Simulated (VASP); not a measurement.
AlHg:

```
Al Hg
1.0
     0.00000    3.06853    3.06853
     3.06853    0.00000    3.06853
     3.06853    3.06853    0.00000
Al Hg
1 1
Cartesian
  0.0000 0.0000 0.0000
  4.6028 4.6028 4.6028
```

The cell was built by a generator and needn't be a form met in nature.

| Item | Value |
| --- | --- |
| Program | VASP 6.6.1 |
| Task | relaxation of cell and atoms |
| Functional | BLYP |
| Dispersion | D3 |
| Potentials or basis | VASP PAW PBE potentials, release 64 (Al, Hg) |
| Cutoff | 600 eV |
| k mesh | 8 × 8 × 8 |
| Occupations | fermi-dirac, width 0.05 eV |
| Spin | no spin polarisation |

At the start: pressure -1.7 GPa; volume 28.89 Å³/atom.

Problem. Where does the relaxation end?

Solution. Over 3 steps the energy falls by 8.4 meV/atom and the volume is 27.41 Å³/atom (-5.1 %); space group F-43m (No. 216, to 0.05 Å).

Step by step:
```
step  energy change (eV)  largest force (eV/Å)  pressure (GPa)  volume (Å³)
   1              0.0000                0.0000           -1.70        57.79
   2             -0.0164                0.0000           -0.30        55.26
   3             -0.0168                0.0000           -0.01        54.82
```

Final structure:
```cif
data_structure
_symmetry_space_group_name_H-M 'P 1'
_symmetry_Int_Tables_number 1
_cell_length_a 4.2641
_cell_length_b 4.2641
_cell_length_c 4.2641
_cell_angle_alpha 60.000
_cell_angle_beta 60.000
_cell_angle_gamma 60.000
_cell_volume 54.82
loop_
_atom_site_label
_atom_site_type_symbol
_atom_site_fract_x
_atom_site_fract_y
_atom_site_fract_z
_atom_site_occupancy
Al1 Al 0.00000 0.00000 0.00000 1
Hg1 Hg 0.75000 0.75000 0.75000 1
```

Caveat: the PAW data sets were made with another functional, which shifts forces and pressure a little; pairwise dispersion overbinds metals, which lowers pressure and volume.
